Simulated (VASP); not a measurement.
Data:

```yaml
crystal:
  lattice:
    - [0.00000, 2.57000, 2.57000]
    - [2.57000, 0.00000, 2.57000]
    - [2.57000, 2.57000, 0.00000]
  atoms:
    - { symbol: Li, position: [0.00000, 0.00000, 0.00000] }
    - { symbol: Cl, position: [0.50000, 0.50000, 0.50000] }
```

Level of theory: PBE GGA, VASP's PBE PAW potentials (set 64) (plane waves; VASP 6.6.1). Run with 650 eV cut-off, 8×8×8 Γ-centred mesh, Gaussian smearing of 0.050 eV, potentials Li_sv Cl.

Problem. Give the elastic stiffness tensor with the ions relaxed (GPa, in the frame of the cell).

Solution. 
|  | xx | yy | zz | yz | xz | xy |
|---|---|---|---|---|---|---|
| xx | 53.2 | 21.7 | 21.7 | 0.0 | 0.0 | 0.0 |
| yy | 21.7 | 53.2 | 21.7 | 0.0 | 0.0 | 0.0 |
| zz | 21.7 | 21.7 | 53.2 | 0.0 | 0.0 | 0.0 |
| yz | 0.0 | 0.0 | 0.0 | 25.3 | 0.0 | 0.0 |
| xz | 0.0 | 0.0 | 0.0 | 0.0 | 25.3 | 0.0 |
| xy | 0.0 | 0.0 | 0.0 | 0.0 | 0.0 | 25.3 |

Problem. Predict the Hill bulk modulus, Hill shear modulus, Young's modulus, Poisson's ratio.

Solution. 
- Hill bulk modulus = 32.2 GPa
- Hill shear modulus = 20.9 GPa
- Young's modulus = 51.6 GPa
- Poisson's ratio = 0.233

The compound is LiCl in the rock salt structure. The cell was not relaxed at this level.
